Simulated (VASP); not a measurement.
Crystal: AlNi.

```
Al Ni
1.0
     2.88100    0.00000    0.00000
     0.00000    2.88100    0.00000
     0.00000    0.00000    2.88100
Al Ni
1 1
Direct
  0.00000 0.00000 0.00000
  0.50000 0.50000 0.50000
```

- Program: VASP 6.6.1
- Task: relaxation of cell and atoms
- Functional: LDA
- Potentials or basis: VASP PAW LDA potentials, release 64 (Al, Ni)
- Cutoff: 600 eV
- k mesh: 14 × 14 × 14
- Occupations: methfessel-paxton, width 0.1 eV
- Spin: no spin polarisation

At the start: pressure -8.1 GPa; volume 11.96 Å³/atom.

Task: Where does the relaxation end?

Result: Over 3 steps the energy falls by 15.4 meV/atom and the volume is 11.38 Å³/atom (-4.8 %); space group Pm-3m (No. 221, to 0.05 Å).

The path:
```csv
step,energy change (eV),largest force (eV/Å),pressure (GPa),volume (Å³)
1,0.0000,0.0000,-8.10,23.91
2,-0.0097,0.0000,7.84,21.88
3,-0.0309,0.0000,-0.06,22.77
```

Final structure:
```
Al Ni
1.0
     2.83419    0.00000    0.00000
     0.00000    2.83419    0.00000
     0.00000    0.00000    2.83419
Al Ni
1 1
Direct
  0.00000 0.00000 0.00000
  0.50000 0.50000 0.50000
```
